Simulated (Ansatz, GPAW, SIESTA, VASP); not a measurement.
## GaGePt₆ (I-42m, 8 atoms in the cell) computed with different codes at matched settings

Self-consistent single point.

```xyz
8
Lattice="-2.7605 2.7605 3.9762 2.7605 -2.7605 3.9762 2.7605 2.7605 -3.9762" Properties=species:S:1:pos:R:3 pbc="T T T"
Ga     0.0000     0.0000     0.0000
Ge     0.0000     0.0000     3.9762
Pt     1.0928     1.0928     5.9284
Pt     1.0928    -1.0928     2.0239
Pt     1.6677     1.6677     1.9522
Pt    -1.0928     1.0928     2.0239
Pt     0.0000     2.7605     0.0000
Pt     2.7605     0.0000     0.0000
```

Shared settings, as Ansatz (a quantum-chemistry and plane-wave program) writes them: kpoints.mp_grid.grid = 7 7 7; scf.occupations.method = gaussian; scf.occupations.width = 0.2 eV. Potentials and cutoffs stand in the table.

```
code                                                                                                                            model  pressure (GPa)  largest force (eV/Å)       cutoff
------  -----------------------------------------------------------------------------------------------------------------------------  --------------  --------------------  -----------
Ansatz                                                                                                PBEsol, PAW files made with PBE           -3.82                 0.111       420 eV
SIESTA  GGA PBEsol, numerical atomic orbitals DZP, PseudoDojo PBEsol standard norm-conserving potentials (rewritten from UPF to PSML)           -3.72                 0.402  grid 350 Ry
VASP                                                                                       PBEsol, VASP's PBE PAW potentials (set 64)           -4.61                 0.122       300 eV
GPAW                                                                            PBEsol, GPAW PAW datasets PBEsol (made by gpaw-setup)           -3.62                 0.132       600 eV
```

On Ansatz's run: spin-orbit coupling is off. Spin polarisation is off.

The spread over the programs that give each value: pressure within 0.99 GPa; largest force within 0.291 eV/Å.

SIESTA uses small atom-centred bases, whose incompleteness enters pressures, forces and empty levels differently from a plane-wave cutoff. Ansatz's pressure is given at a fixed set of plane waves, as the other plane-wave codes print theirs; with its correction for the finite basis it is -3.75 GPa. In the force vectors, SIESTA (by 0.285) lies more than 0.08 eV/Å from the median of the plane-wave programs.

On the base mesh (5 5 5) the same programs gave: Ansatz pressure -3.85 GPa; GPAW pressure -3.63 GPa; SIESTA pressure -3.74 GPa; VASP pressure -4.65 GPa.

VASP's run is marked for a possible Pulay error in its stress at this cutoff; no cutoff test was made.

The starting cell comes from a database of computed structures (which also holds hypothetical and non-ambient phases and stackings), without a prior relaxation at this level.

Keys are those of Ansatz 0.2.
